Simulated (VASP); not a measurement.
Method: PBE GGA, VASP's PBE PAW potentials (set 64) (plane waves; VASP).

VASP ran on this input.

INCAR:
```
# general
SYSTEM  = CsPbBr3
PREC    = Accurate
ENCUT   = 400
LREAL   = .FALSE.
LASPH   = .TRUE.

# electronic loop
EDIFF   = 1E-6
NELM    = 100
ALGO    = Normal
LMAXMIX = 4

# smearing
ISMEAR  = 0
SIGMA   = 0.05

# functional
GGA     = PE

# ions
IBRION  = 2
NSW     = 60
ISIF    = 3
EDIFFG  = -0.02

# output
LWAVE   = .FALSE.
LCHARG  = .FALSE.
```

KPOINTS:
```
Automatic mesh
0
Gamma
4 4 4
0 0 0
```

File POSCAR:
```
CsPbBr3
1
    5.9693432765    -0.0000000000     0.0000000000
   -0.0000000000     5.9693432765     0.0000000000
   -0.0000000000    -0.0000000000     5.9693432765
Cs Pb Br
1 1 3
Direct
  0.0000000000   0.0000000000   0.0000000000
  0.5000000000   0.5000000000   0.5000000000
  0.5000000000   0.0000000000   0.5000000000
  0.0000000000   0.5000000000   0.5000000000
  0.5000000000   0.5000000000   0.0000000000
```

POTCAR, in this order: Cs_sv Pb_d Br (PBE.64 set). Program: vasp_std.

Problem. What will the output report for the number of irreducible k-points (NKPTS), number of bands (NBANDS), largest plane-wave count, number of space-group operations, FFT grid (NGX, NGY, NGZ)?

Solution. 
The number of irreducible k-points (NKPTS) comes out as 10 and the number of bands (NBANDS) is 26. The largest plane-wave count is 3912. The number of space-group operations is 48 and the FFT grid (NGX, NGY, NGZ) is 40 × 40 × 40.

The compound is CsPbBr3 in the cubic perovskite structure, the ideal cubic form; the compound distorts at low or room temperature. This run relaxes it. Symmetry was kept, so distortions that lower it aren't found. The start is the result of an earlier pass.
